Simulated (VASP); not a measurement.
Energy against volume of Ge (diamond). These are PBE GGA with D3 dispersion (Becke-Johnson damping), VASP's PBE PAW potentials (set 64) (plane waves; VASP) values and carry that method's errors. Settings: 520 eV cut-off, 11×11×11 Γ-centred mesh, first-order Methfessel-Paxton smearing of 0.10 eV, potentials Ge_d.

| V (Å³/atom) | E (eV/atom) |
|---|---|
| 21.740 | -4.78448 |
| 22.434 | -4.79888 |
| 23.128 | -4.80340 |
| 23.822 | -4.79966 |

Question: Fit these four points and predict the energy of the run at 24.515 Å³/atom.

Answer: A cubic in V^(−2/3), the third-order Birch-Murnaghan form, passes through the four points with V0 = 23.14 Å³/atom and B0 = 63 GPa, and gives -4.7890 eV/atom there. The run gave -4.7891 eV/atom, -0.1 meV/atom from the fit; all five points give B0 = 63 GPa.

The compound is Ge in the diamond structure. It was relaxed first.
